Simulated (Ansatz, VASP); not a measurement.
## Pt (Pt(111)) in two plane-wave programs

One calculation is typed for both programs; each brings its own data sets. How far apart do they land? The cell is taken from a series of runs on this material, whose earlier steps may have relaxed, scaled, displaced or heated it; both programs get it as it stands.

Method: plane waves, with VASP 6.6.1 beside it; single point at PBE, in Ansatz 0.2.0.

**1. The starting structure**

The cell holds 3 atoms: 3 Pt. Cell: a = 2.772 Å, b = 2.772 Å, c = 20.526 Å, α = 90.0°, β = 90.0°, γ = 60.0°. Vacuum lies along c.

Coordinates:

```
Pt
1.0
     2.77186    0.00000    0.00000
     1.38593    2.40050    0.00000
     0.00000    0.00000   20.52643
Pt
3
Direct
  0.33333 0.33333 0.38974
  0.66667 0.66667 0.50397
  0.00000 0.00000 0.61848
```

**2. VASP: single point, PBE**

With cell and atoms fixed, the geometry can't cause a difference; cores, projectors, grids and the points listed under the comparison can.

Lines of VASP's logs that name or quote its potential files are left out, and so is its time.

The input, INCAR:

```
SYSTEM = Pt
PREC = Accurate
ENCUT = 400
EDIFF = 1E-06
NELM = 120
ISMEAR = -1
SIGMA = 0.1
LREAL = .FALSE.
ALGO = Normal
GGA = PE
NBANDS = 21
LASPH = .TRUE.
LORBIT = 11
LWAVE = .FALSE.
LCHARG = .FALSE.
ISIF = 2
LDIPOL = .TRUE.
IDIPOL = 3
DIPOL = 0.5 0.5 0.504
LVHAR = .TRUE.
GGA_COMPAT = .FALSE.
NELMDL = -8
```

The input, POSCAR:

```
Pt
1.0
    2.7718585823      0.0000000000      0.0000000000
    1.3859292911      2.4004999479      0.0000000000
    0.0000000000      0.0000000000     20.5264261104
Pt
3
Direct
    0.3333328912      0.3333347292      0.3897414950
    0.6666662245      0.6666680625      0.5039734700
    0.9999995579      0.0000013959      0.6184777579
```

The input, KPOINTS:

```
Automatic mesh
0
Gamma
13 13 1
0 0 0
```

The projector-augmented-wave data sets are Pt (PBE family, release 64).

Started as:

```
$ mpirun -np 1 vasp_std
```

Numbers of over 12 decimals in the logs are rounded to 6 here.

Output:

```text
[banner, memory and clock lines left out]
running    1 mpi-ranks, on    1 nodes
 distrk:  each k-point on    1 cores,    1 groups
 distr:  one band on    1 cores,    1 groups

 POSCAR found type information on POSCAR Pt
 POSCAR found :  1 types and       3 ions
 LDA part: xc-table for (Slater+PW92), standard interpolation
 POSCAR, INCAR and KPOINTS ok, starting setup
 FFT: planning ... GRIDC
 FFT: planning ... GRID_SOFT
 FFT: planning ... GRID
 WAVECAR not read
 entering main loop
       N       E                     dE             d eps       ncg     rms          rms(c)
DAV:   1     0.168045891056E+03    0.16805E+03   -0.11418E+04   898   0.971E+02
DAV:   2    -0.104826712127E+02   -0.17853E+03   -0.16555E+03  1191   0.221E+02
DAV:   3    -0.181779942054E+02   -0.76953E+01   -0.71275E+01  1066   0.448E+01
DAV:   4    -0.183392465640E+02   -0.16125E+00   -0.16029E+00  1055   0.676E+00
DAV:   5    -0.183428430773E+02   -0.35965E-02   -0.35956E-02  1150   0.976E-01
DAV:   6    -0.183429473367E+02   -0.10426E-03   -0.10426E-03  1169   0.156E-01
DAV:   7    -0.183429507706E+02   -0.34339E-05   -0.34339E-05  1112   0.239E-02
DAV:   8    -0.183429509269E+02   -0.15632E-06   -0.15630E-06   859   0.472E-03    0.168E+01
DAV:   9    -0.173705344693E+02    0.97242E+00   -0.35063E+00  1007   0.134E+01    0.106E+01
DAV:  10    -0.190090702500E+02   -0.16385E+01   -0.12705E+01   933   0.249E+01    0.129E+01
DAV:  11    -0.172573602690E+02    0.17517E+01   -0.93802E+00   957   0.219E+01    0.319E+00
DAV:  12    -0.179180869096E+02   -0.66073E+00   -0.48050E+00  1018   0.142E+01    0.746E+00
DAV:  13    -0.171921278953E+02    0.72596E+00   -0.33520E+00   972   0.111E+01    0.836E-01
DAV:  14    -0.171932382846E+02   -0.11104E-02   -0.35380E-02  1019   0.125E+00    0.608E-01
[...]
DAV:  19    -0.171923401986E+02    0.41681E-04   -0.76836E-05  1001   0.580E-02    0.240E-02
DAV:  20    -0.171923366877E+02    0.35109E-05   -0.18351E-05  1045   0.301E-02    0.138E-02
DAV:  21    -0.171923397734E+02   -0.30857E-05   -0.35876E-06   702   0.111E-02    0.584E-03
DAV:  22    -0.171923429654E+02   -0.31920E-05   -0.85451E-07   647   0.604E-03    0.379E-03
DAV:  23    -0.171923468371E+02   -0.38717E-05   -0.58440E-07   651   0.408E-03    0.261E-03
DAV:  24    -0.171923497363E+02   -0.28992E-05   -0.52117E-07   655   0.333E-03    0.264E-03
DAV:  25    -0.171923510872E+02   -0.13508E-05   -0.16683E-07   649   0.255E-03    0.151E-03
DAV:  26    -0.171923517513E+02   -0.66419E-06   -0.82181E-08   616   0.159E-03
   1 F= -.17192352E+02 E0= -.17102158E+02  d E =-.180388E+00
```

Parts of OUTCAR (step 2):

```text
ion  position               nearest neighbor table
   1  0.333  0.333  0.390-   2 2.84   2 2.84   2 2.84
   2  0.667  0.667  0.504-   1 2.84   1 2.84   1 2.84   3 2.84   3 2.84   3 2.84
   3  1.000  0.000  0.618-   2 2.84   2 2.84   2 2.84

  LATTYP: Found a hexagonal cell.
 ALAT       =     2.7718585822
 C/A-ratio  =     7.4052934165

 Subroutine GETGRP returns: Found  6 space group operations
 (whereof  6 operations were pure point group operations)

The static configuration has the point symmetry C_3v.

 Found     21 irreducible k-points:

   k-points           NKPTS =     21   k-points in BZ     NKDIM =     21   number of bands    NBANDS=     21

   dimension x,y,z NGX =    18 NGY =   18 NGZ =  140
   dimension x,y,z NGXF=    36 NGYF=   36 NGZF=  280

   ENCUT  =  400.0 eV  29.40 Ry    5.42 a.u.   4.52  4.52 33.47*2*pi/ulx,y,z

   NELECT =      30.0000    total number of electrons

 k-points in reciprocal lattice and weights: Automatic mesh
   0.00000000  0.00000000  0.00000000       0.006
   0.07692308  0.00000000  0.00000000       0.036
   0.15384615  0.00000000  0.00000000       0.036
   0.23076923  0.00000000  0.00000000       0.036
   0.30769231  0.00000000  0.00000000       0.036
   0.38461538  0.00000000  0.00000000       0.036
   0.46153846  0.00000000  0.00000000       0.036
   0.15384615  0.07692308  0.00000000       0.036
   0.23076923  0.07692308  0.00000000       0.071
[...]
-0.38461538  0.23076923  0.00000000       0.036
  -0.38461538  0.30769231  0.00000000       0.036

 dipolmoment           0.000000      0.000000      0.000064 electrons x Angstroem

 average (electrostatic) potential at core
       1 -73.8312       2 -74.1990       3 -73.8261

 E-fermi :  -0.2123

 k-point     1 :       0.0000    0.0000    0.0000
  band No.  band energies     occupation
    ...
     14      -0.9487      1.99873
     15      -0.8123      1.99505
     16      -0.8123      1.99505
     17      -0.2388      1.13156
     18      -0.2388      1.13156
     19       0.5511      0.00097
     20       5.1399      0.00000
     21       5.6108      0.00000

 k-point     2 :       0.0769    0.0000    0.0000
  band No.  band energies     occupation
    ...
     14      -1.4184      1.99999
     15      -0.8927      1.99778
     16      -0.8233      1.99557
     17      -0.2357      1.11671
     18      -0.1480      0.68942
     19       1.4404      0.00000
     20       5.2780      0.00000
     21       5.7794      0.00000

 k-point     3 :       0.1538    0.0000    0.0000
  band No.  band energies     occupation
    ...
     13      -1.8712      2.00000
     14      -1.6857      2.00000
     15      -1.1283      1.99979
     16      -0.8749      1.99735
     17      -0.2305      1.09078
     18       0.5587      0.00090
     19       2.7361      0.00000
     20       5.6843      0.00000
     21       6.2832      0.00000

  Total       -3.4131121     -3.4131121     -0.1167534      0.0000000      0.0000000      0.0000000
  in kB      -40.0382437    -40.0382437     -1.3696002      0.0000000      0.0000000      0.0000000
  external PRESSURE =     -27.1486959 kB  Pullay stress =       0.0000000 kB

  energy-cutoff  :      400.00
  volume of cell :      136.58
      direct lattice vectors                 reciprocal lattice vectors
     2.771858582  0.000000000  0.000000000     0.360768766 -0.208289944  0.000000000
     1.385929291  2.400499948  0.000000000     0.000000000  0.416579888  0.000000000
     0.000000000  0.000000000 20.526426110     0.000000000  0.000000000  0.048717687

 POSITION                                       TOTAL-FORCE (eV/Angst)
 -----------------------------------------------------------------------------------
      1.38593      0.80017      8.00000        -0.000000      0.000000      0.002059
      2.77186      1.60034     10.34477         0.000000     -0.000000      0.030259
      2.77186      0.00000     12.69514        -0.000000      0.000000     -0.032317
 -----------------------------------------------------------------------------------
    total drift:                               -0.000447     -0.002112     -0.000358

  FREE ENERGIE OF THE ION-ELECTRON SYSTEM (eV)
  ---------------------------------------------------
  free  energy   TOTEN  =       -17.1923517513 eV

  energy  without entropy=      -17.0119633967  energy(sigma->0) =      -17.10215757

 vacuum level on the upper side and lower side of the slab         5.572         5.570

 total charge
# of ion       s       p       d       tot
------------------------------------------
    1        0.632   0.451   7.996   9.079
    2        0.607   0.553   8.016   9.176
    3        0.632   0.449   7.995   9.077
--------------------------------------------------
tot          1.871   1.454  24.007  27.332

[... 3 further parts left out ...]
```

**3. Ansatz: single point, PBE**

Ansatz runs on its default PAW (the set named soft_2) files.

The same cell, functional, mesh and smearing now go to Ansatz, which takes its cutoff from its data sets.

The input, input.yaml:

```yaml
crystal:
  lattice:
    - [2.7718585823, 0.0, 0.0]
    - [1.3859292911, 2.4004999479, 0.0]
    - [0.0, 0.0, 20.5264261104]
  atoms:
    - { symbol: Pt, position: [0.3333328912, 0.3333347292, 0.389741495] }
    - { symbol: Pt, position: [0.6666678652, 0.6666652925, 0.50397347] }
    - { symbol: Pt, position: [0.0, 0.0, 0.6184777579] }
kpoints:
  mp_grid: { grid: [13, 13, 1] }
hamiltonian:
  xc: pbe
scf:
  occupations: { method: fermi_dirac, width: 0.1 }
efield:
  axis: 3
  dipole_correction: true
  ramp_width: 0.05
output:
  forces: true
  write_potential: true
  write_density: true
  volumetric_format: npy
  elf: true
```

Started as:

```
$ ansatz run input.yaml --threads 4 --pin off --max-ram 8192MiB --backend cpu --events-out ev --progress --plain --runs-dir out
```

Output:

```text
Warning: the atoms were moved onto the symmetric positions of the space group found under crystal.symmetry.tolerance 1.0e-5 (fractional; no operation is sought that the atoms, as they stand in a round, miss by more than twice it, and no atom is moved by as much as it), and the run uses the moved positions. Before a round's move an operation carried an atom to 6.45e-6 Å from where it should land, the largest such dist [...]
Engine: ansatz 0.2.0, x86_64-unknown-linux-gnu
Pseudopotentials: kind: paw
Pseudopotential: Pt, paw, valence charge 18, recommended cutoff 420 eV (normal), Pt.paw.azcp
Functional definition: PBE
  parameter kappa = 0.804
  parameter beta = 0.066725
  exchange = pbe_x(kappa = kappa, mu = beta*pi^2/3)
  correlation = pbe_c(beta = beta)
Crystal: 3 atoms, lattice volume = 136.580 Å³
Basis set: ecut = 420 eV, 2685 PW (Γ), exchange–correlation on 40×40×288 points (8 copies of the dense FFT grid, shifted against one another)
Bands: 33, of which v1, the nominal top of the filled ones, is band 27 counted from 1 (26 counted from 0)
Symmetry: 6 space group operations
Space group: P3m1 (ITA 156), of the structure as read, at distance tolerance 5.1e-5 Å
k-points: 21 of 169 (time reversal used)
Non-local potential: Pt, projectors of the file, l = 0: 3, l = 1: 2, l = 2: 2, l = 3: 1
PAW form: soft (Blöchl's): semilocal exchange-correlation on the pseudo side does not see the compensation charge
PAW one-centre angular grid: Pt, 590 points (default); XC on 64 Gauss nodes
Initial density: superposition of atomic densities (neutral atoms: chi_scale 0, normalization atom), corrected by the library's trained network
Initial wavefunctions: pseudopotential atomic-orbital guess
Functional: x = pbe(κ = 0.804, μ = 0.219515), c = pbe(β = 0.066725)
SCF iter   1: F=—  HF=-37567.939782 eV  |F-HF|=—  |Δ(HF+E_count)|=         —  Δρ=6.28e-3  dr2=6.78e-2  ethr=1.77e-3  p=-0.000 e·Å  D=-2.70e-5 V/Å  ΔV_dip=0.00 eV  dr2_dipole=7.14e-5  V_vac-E_F(+/−)=5.43/5.43 eV  ⟨swp⟩=8.1  Hψ=3278  notcnv=0
efield: sawtooth ramp at fractional position 0.9791 (placed from the atoms, in the widest stretch of the axis that holds none; the zero of the levels goes with the place), width 0.0500; the density the first Hamiltonian is built on has a dipole p = -0.000 e·Å; the dipole correction subtracts the counter field D = -2.70e-5 V/Å, which shifts the + side's vacuum level by +0.00 eV against the − side's; the planar-averaged density in the ramp window peaks in size at 1.8e-5 e/Å³
preconditioner: auto → LDOS  [metal: Δε(μ)=0.024 eV  Ē_g=7.508 eV  σ=0.100 eV  W_gap=0.06  n_scr=14 (ndim 8)  ℏωp=17.4 eV  f_vac=0.593  D(μ)=5.14/eV (n_scr^D=16)  β→1.0]
SCF iter   2: F=—  HF=-37567.946000 eV  |F-HF|=—  |Δ(HF+E_count)|=   6.22e-3  Δρ=4.58e-3  dr2=3.94e-2  ethr=1.26e-4  p=-0.000 e·Å  D=-3.79e-4 V/Å  ΔV_dip=0.01 eV  dr2_dipole=3.30e-7  V_vac-E_F(+/−)=5.84/5.83 eV  ⟨swp⟩=3.2  Hψ=1646  notcnv=0  defer=7
SCF iter   3: F=—  HF=-37567.938536 eV  |F-HF|=—  |Δ(HF+E_count)|=   7.46e-3  Δρ=1.03e-3  dr2=8.15e-3  ethr=7.30e-5  p=0.000 e·Å  D=5.39e-6 V/Å  ΔV_dip=-0.00 eV  dr2_dipole=7.98e-6  V_vac-E_F(+/−)=5.72/5.72 eV  ⟨swp⟩=2.0  Hψ=1115  notcnv=0  defer=7
SCF iter   4: F=—  HF=-37567.937975 eV  |F-HF|=—  |Δ(HF+E_count)|=   5.62e-4  Δρ=5.78e-4  dr2=1.06e-3  ethr=1.51e-5  p=-0.000 e·Å  D=-1.12e-4 V/Å  ΔV_dip=0.00 eV  dr2_dipole=5.89e-7  V_vac-E_F(+/−)=5.77/5.76 eV  ⟨swp⟩=2.6  Hψ=983  notcnv=0  defer=7
SCF iter   5: F=—  HF=-37567.937909 eV  |F-HF|=—  |Δ(HF+E_count)|=   6.54e-5  Δρ=2.62e-4  dr2=3.10e-4  ethr=1.96e-6  p=-0.000 e·Å  D=-4.02e-5 V/Å  ΔV_dip=0.00 eV  dr2_dipole=5.34e-8  V_vac-E_F(+/−)=5.78/5.78 eV  ⟨swp⟩=1.6  Hψ=812  notcnv=0  defer=7
SCF iter   6: F=—  HF=-37567.937903 eV  |F-HF|=—  |Δ(HF+E_count)|=   6.62e-6  Δρ=5.51e-5  dr2=5.73e-6  ethr=5.75e-7  p=-0.000 e·Å  D=-8.56e-5 V/Å  ΔV_dip=0.00 eV  dr2_dipole=7.00e-8  V_vac-E_F(+/−)=5.79/5.78 eV  ⟨swp⟩=1.7  Hψ=828  notcnv=0  defer=7
SCF iter   7: F=—  HF=-37567.937919 eV  |F-HF|=—  |Δ(HF+E_count)|=   1.63e-5  Δρ=1.97e-5  dr2=9.96e-7  ethr=1.06e-8  p=-0.000 e·Å  D=-4.82e-5 V/Å  ΔV_dip=0.00 eV  dr2_dipole=2.03e-8  V_vac-E_F(+/−)=5.78/5.78 eV  ⟨swp⟩=2.4  Hψ=1183  notcnv=0  defer=4
SCF iter   8: F=—  HF=-37567.937920 eV  |F-HF|=—  |Δ(HF+E_count)|=   4.52e-7  Δρ=8.06e-6  dr2=1.66e-7  ethr=1.84e-9  p=-0.000 e·Å  D=-6.79e-5 V/Å  ΔV_dip=0.00 eV  dr2_dipole=1.11e-8  V_vac-E_F(+/−)=5.78/5.78 eV  ⟨swp⟩=2.3  Hψ=1123  notcnv=0  defer=4
SCF iter   9: F=-37567.937920 eV  HF=-37567.937920 eV  |F-HF|=4.03e-9  |Δ(HF+E_count)|=   1.33e-7  Δρ=3.68e-6  dr2=2.16e-8  ethr=1.85e-10  p=-0.000 e·Å  D=-6.12e-5 V/Å  ΔV_dip=0.00 eV  dr2_dipole=1.01e-9  V_vac-E_F(+/−)=5.78/5.78 eV  ⟨swp⟩=15.8  Hψ=5959  notcnv=0
SCF 1 converged in 9 iterations: F = -37567.937920 eV  dr2 = 2.16e-8
  greatest PAW one-centre occupation: 1.000 electrons in one spin orbital (limit 2), on the Pt atom at site 1 (counted from 0), in its partial waves of l = 0
WARN: The input density's exchange-correlation potential varies sharply where the density is thin. Do not read a vacuum level from v_tot or v_xc, or from such a field of the output density. On a cell that repeats whose density bears no net charge and no dipole along the vacuum's axis use v_es (v_loc + v_h of the components); under efield.dipole_correction with no amplitude use v_es + v_field, which holds any external [...]
SCF converged after 9 iterations
Free energy (F): -37567.937920 eV
Harris-Foulkes:  -37567.937920 eV  (|F-HF|=4.03e-9)
Internal energy: -37567.760084 eV  (E = F + TS)
E sigma→0 (E₀):  -37567.849002 eV
Entropy (-TS):   -0.177835 eV (-59.278 meV/atom)
Fermi energy:    3.815598 eV
Dipole field:    D = -0.000010 V/Å  (p = -0.000007 e·Å, saw-weighted, corrected)
Work function:   Φ+ = 5.7813 eV   Φ− = 5.7811 eV
Levels:          The Fermi level and band energies are counted from a zero that moves with the ramp; work functions are not
--- Per-component energies (eV) ---
  E_band       = -1413.197839
  E_kinetic    = 1907.680255
  E_local      = -65494.597152  (includes V_loc(G=0)·N_el)
  E_nonlocal   = 600.484875
  E_hartree    = 31671.487703
  E_xc         = -782.127364
  E_vxc        = -904.014534  (∫ρ·V_xc dr)
  E_paw        = -28362.064470  (= ΣΔE_a)
  E_vpaw       = -865.728505  (= ΣTr[D̂ρ^β])
  E_aug_tail   = 0.000616  (compensation charges beyond the density's cutoff)
  E_efield     = 0.000000  (sawtooth field / dipole correction)
  E_vefield    = -0.000000  (∫n·V_field dr)
  E_ewald      = 22891.375453
  E_smearing   = -0.177835  (= −TS)
  E_closure    = -0.000000  (closes the sum)
  Σ components = -37567.937920   (vs F -37567.937920, Δ=0.00e0)
--- Forces (eV/Å), atoms counted from 1 ---
  atom   1  Pt     0.00000000    -0.00000000    -0.02051462
  atom   2  Pt    -0.00000000    -0.00000000     0.03055622
  atom   3  Pt    -0.00000000     0.00000000    -0.01005345
  max |Σ_I F_I| component: 1.18e-5 eV/Å
--- Band table (eV; the first three rows and the last of 21) ---
  k-point 0: bands = [... 23 lower, 2.5447, 2.5447, 3.0674, 3.2098, 3.2098, 3.7866, 3.7866, 4.5629, ... 2 higher]
  k-point 1: bands = [... 23 lower, 2.3459, 2.4689, 2.6011, 3.1278, 3.1987, 3.7897, 3.8726, 5.4572, ... 2 higher]
  k-point 2: bands = [... 23 lower, 1.8168, 2.1468, 2.3379, 2.8919, 3.1471, 3.7952, 4.5802, 6.7544, ... 2 higher]
  k-point 20: bands = [... 23 lower, 2.2251, 3.2753, 3.4667, 3.7029, 8.2542, 9.3625, 9.4736, 10.3295, ... 2 higher]
```

In the SCF lines HF is the Harris–Foulkes energy and dr2 the Hartree energy of the density residual, in eV; the loop may stop once dr2 is under the threshold and the program's other checks hold. Hψ counts applications of the Hamiltonian.

**4. Differences**

Known differences besides the potentials themselves: the data sets hold 54 valence electrons in Ansatz (on its default PAW (the set named soft_2) files) and 30 in VASP; the cutoff is 420 eV in Ansatz and 400 eV in VASP. Total energies have different zeros and are not compared.

The two programs side by side:

```csv
quantity,Ansatz,VASP,difference
"work function, lower of the two faces (eV)",5.78,5.78,0.00
"work function, higher of the two faces (eV)",5.78,5.78,0.00
```

At this near-relaxed geometry the largest component of a force difference is 23 meV/Å. With vacuum in the cell, a pressure given here is an average over mostly empty space and none of the material.

**5. Outcome**

- difference in work function, higher of the two faces (single point, PBE): -0.0030 eV
- r.m.s. force difference (single point, PBE): 11 meV/Å

What this shows: The r.m.s. force difference is 11 meV/Å (single point, PBE), within the 12 meV/Å picked in this series as the mark of a large difference. The data sets hold unlike numbers of valence electrons (54 in Ansatz and 30 in VASP), so part of the differences comes from the potentials. How closely two codes agree says nothing of how well the functional describes the real material.

[Lines on the potential files, build, host, timing and source positions are cut from VASP's logs without a mark.]

[Logs are printed without paths, hosts, clocks, repeated set-up lines and the standing remarks that a program may print on its own settings, such as how far it seeks lower states.]

[Hosts, paths, dates, database ids (printed as entryN), source tags and the programs' standing remarks are cut or masked in the printed files.]
